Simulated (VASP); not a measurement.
```yaml
crystal:
  lattice:
    - [0.00000, 2.88817, 2.88817]
    - [2.88817, 0.00000, 2.88817]
    - [2.88817, 2.88817, 0.00000]
  atoms:
    - { symbol: Pb, position: [0.00000, 0.00000, 0.00000] }
    - { symbol: F, position: [0.25000, 0.25000, 0.25000] }
    - { symbol: F, position: [0.75000, 0.75000, 0.75000] }
```

These are r2SCAN+rVV10, VASP's PBE PAW potentials (set 64) (plane waves; VASP 6.6.1) values and carry that method's errors. Settings: 520 eV cut-off, 7×7×7 Γ-centred mesh, Gaussian smearing of 0.050 eV, potentials Pb_d F.

Q: Give the stress tensor in GPa (positive for a compressed cell).

A: 
```
5.69  0.00  0.00
0.00  5.69  0.00
0.00  0.00  5.69
```
The pressure is its mean diagonal, 5.69 GPa.

The compound is PbF2 in the fluorite structure, the β form. This cell is one point of a volume scan, at 0.94 of the reference volume.
